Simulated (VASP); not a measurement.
Computed with vdW-DF2, VASP's PBE PAW potentials (set 64) (plane waves; VASP 6.6.1).

Input for VASP

### INCAR
```
# general
SYSTEM   = CrO2
PREC     = Accurate
ENCUT    = 520
LREAL    = F
LASPH    = T
ICHARG   = 11   # fixed density

# electronic loop
EDIFF    = 1E-7   # SCF stop (eV)
NELM     = 100
ALGO     = Normal   # blocked Davidson
LMAXMIX  = 4   # l cut-off of mixed one-centre charges

# smearing
ISMEAR   = 0   # Gaussian
SIGMA    = 0.05   # width (eV)

# functional
GGA      = ML
LUSE_VDW = T
AGGAC    = 0.0
ZAB_VDW  = -1.8867

# spin
ISPIN    = 2   # spin-polarised
MAGMOM   = 2*2.1 4*-0.1

# output
LWAVE    = F
LCHARG   = F
LORBIT   = 11
```

### POSCAR
```
CrO2
4.5104180
  1.0000000645   0.0000000000   0.0000000000
  0.0000000000   1.0000000645   0.0000000000
  0.0000000000   0.0000000000   0.6601693922
Cr O
2 4
Cartesian
  0.0000000000   0.0000000000   0.0000000000
  0.5000000323   0.5000000323   0.3300846961
  0.3030280342   0.3030280342   0.0000000000
  0.8030280664   0.1969719981   0.3300846961
  0.1969719981   0.8030280664   0.3300846961
  0.6969720304   0.6969720304   0.0000000000
```

**KPOINTS**
```
k-points along high-symmetry lines
10
Line-mode
Reciprocal
  0.000000   0.000000   0.000000 ! GAMMA
  0.000000   0.500000   0.000000 ! X

  0.000000   0.500000   0.000000 ! X
  0.500000   0.500000   0.000000 ! M

  0.500000   0.500000   0.000000 ! M
  0.000000   0.000000   0.000000 ! GAMMA

  0.000000   0.000000   0.000000 ! GAMMA
  0.000000   0.000000   0.500000 ! Z

  0.000000   0.000000   0.500000 ! Z
  0.000000   0.500000   0.500000 ! R

  0.000000   0.500000   0.500000 ! R
  0.500000   0.500000   0.500000 ! A

  0.500000   0.500000   0.500000 ! A
  0.000000   0.000000   0.500000 ! Z

  0.000000   0.500000   0.000000 ! X
  0.000000   0.500000   0.500000 ! R

  0.500000   0.500000   0.000000 ! M
  0.500000   0.500000   0.500000 ! A
```

POTCAR, in this order: Cr_pv O (PBE.64 set). Program: vasp_std. Read from the step before: CHGCAR.

What VASP printed:

### OUTCAR
```
 ion  position               nearest neighbor table
   1  0.000  0.000  0.000-   3 1.93   6 1.93   5 1.95   4 1.95   4 1.95   5 1.95
   2  0.500  0.500  0.500-   4 1.93   5 1.93   3 1.95   6 1.95   3 1.95   6 1.95
   3  0.303  0.303  0.000-   1 1.93   2 1.95   2 1.95
   4  0.803  0.197  0.500-   2 1.93   1 1.95   1 1.95
   5  0.197  0.803  0.500-   2 1.93   1 1.95   1 1.95
   6  0.697  0.697  0.000-   1 1.93   2 1.95   2 1.95
  LATTYP: Found a simple tetragonal cell.
 ALAT       =     4.5104182911
 C/A-ratio  =     0.6601693496
 Subroutine PRICEL returns:
 Original cell was already a primitive cell.
 Subroutine GETGRP returns: Found 16 space group operations
The static configuration has the point symmetry D_2h.
 The point group associated with its full space group is D_4h.
The dynamic configuration has the point symmetry D_2h.
The overall configuration has the point symmetry D_2h.
 Subroutine INISYM returns: Found 16 space group operations
   k-points           NKPTS =     90   k-points in BZ     NKDIM =     90   number of bands    NBANDS=     30
   number of dos      NEDOS =    301   number of ions     NIONS =      6
   total plane-waves  NPLWV =  31104
   dimension x,y,z NGX =    36 NGY =   36 NGZ =   24
   dimension x,y,z NGXF=    72 NGYF=   72 NGZF=   48
   ions per type =               2   4
   PREC   = accura    normal or accurate (medium, high low for compatibility)
   ISTART =      0    job   : 0-new  1-cont  2-samecut
   ICHARG =     11    charge: 1-file 2-atom 10-const
   ISPIN  =      2    spin polarized calculation?
   LNONCOLLINEAR =      F non collinear calculations
   LSORBIT =      F    spin-orbit coupling
   INIWAV =      1    electr: 0-lowe 1-rand  2-diag
   ENCUT  =  520.0 eV  38.22 Ry    6.18 a.u.   8.39  8.39  5.54*2*pi/ulx,y,z
   NELM   =    100;   NELMIN=  2; NELMDL= -5     # of ELM steps
   EDIFF  = 0.1E-06   stopping-criterion for ELM
   LREAL  =      F    real-space projection
   NLSPLINE    = F    spline interpolate recip. space projectors
   LMAXMIX     =    4 max onsite mixed and CHGCAR
   VOSKOWN=      0    Vosko Wilk Nusair interpolation
   EDIFFG = 0.1E-05   stopping-criterion for IOM
   NSW    =      0    number of steps for IOM
...
```

### OSZICAR
```
       N       E                     dE             d eps       ncg     rms          rms(c)
DAV:   1     0.549369450192E+03    0.54937E+03   -0.27686E+04 10808   0.179E+03
DAV:   2     0.129090314573E+02   -0.53646E+03   -0.50770E+03 11966   0.507E+02
DAV:   3    -0.353631110753E+02   -0.48272E+02   -0.45504E+02 14214   0.148E+02
DAV:   4    -0.367436366637E+02   -0.13805E+01   -0.13534E+01 12660   0.249E+01
DAV:   5    -0.368081008265E+02   -0.64464E-01   -0.64380E-01 16152   0.417E+00
DAV:   6    -0.368090415638E+02   -0.94074E-03   -0.94056E-03 13208   0.460E-01
DAV:   7    -0.368090709103E+02   -0.29346E-04   -0.29346E-04 16096   0.602E-02
DAV:   8    -0.368090714933E+02   -0.58303E-06   -0.58321E-06 12194   0.676E-03
DAV:   9    -0.368090715079E+02   -0.14588E-07   -0.14624E-07  8552   0.110E-03
   1 F= -.36809072E+02 E0= -.36808037E+02  d E =-.206981E-02  mag=     4.0000
```

### OUTCAR
```



 magnetization (x)

# of ion       s       p       d       tot
------------------------------------------
    1        0.029   0.021   2.059   2.109
    2        0.029   0.021   2.059   2.109
    3       -0.002  -0.073   0.000  -0.075
    4       -0.002  -0.073   0.000  -0.075
    5       -0.002  -0.073   0.000  -0.075
    6       -0.002  -0.073   0.000  -0.075
--------------------------------------------------
tot          0.050  -0.249   4.118   3.919
```
(Selected blocks of OUTCAR.)

OUTCAR:
```
 val. band max:        4.6684451197   @ k =   0.5000   0.5000   0.3889

 cond. band min:       4.6959111548   @ k =   0.1667   0.1667   0.5000



 spin component 1

 k-point     1 :       0.0000    0.0000    0.0000
  band No.  band energies     occupation
      1     -40.1862      1.00000
      2     -40.1862      1.00000
      3     -40.0773      1.00000
      4     -40.0773      1.00000
      5     -40.0175      1.00000
      6     -40.0073      1.00000
      7     -14.4048      1.00000
      8     -12.8696      1.00000
      9     -12.5336      1.00000
     10     -12.5336      1.00000
     11      -2.1902      1.00000
     12      -1.5474      1.00000
     13      -1.0707      1.00000
     14      -0.0628      1.00000
     15      -0.0628      1.00000
     16       1.2636      1.00000
     17       1.2636      1.00000
     18       1.5981      1.00000
     19       3.2135      1.00000
     20       3.2183      1.00000
     21       3.5783      1.00000
     22       3.6590      1.00000
     23       3.6590      1.00000
     24       3.6618      1.00000
     25       3.6701      1.00000
     26       3.6701      1.00000
     27       4.2549      1.00000
     28       5.7607      0.00000
     29       5.8143      0.00000
     30       8.2991      0.00000

 k-point     2 :       0.0000    0.0556    0.0000
  band No.  band energies     occupation
      1     -40.1861      1.00000
      2     -40.1861      1.00000
      3     -40.0774      1.00000
      4     -40.0774      1.00000
      5     -40.0174      1.00000
      6     -40.0074      1.00000
      7     -14.3942      1.00000
      8     -12.8770      1.00000
      9     -12.5409      1.00000
     10     -12.5349      1.00000
     11      -2.1682      1.00000
     12      -1.5367      1.00000
     13      -1.0515      1.00000
     14      -0.0611      1.00000
     15      -0.0593      1.00000
     16       1.2327      1.00000
     17       1.2507      1.00000
...
```

The density is held fixed in this step, so its total energy and stress have no physical meaning.

The compound is CrO2 in the rutile structure. It was relaxed first, which changed the volume by +6 %.
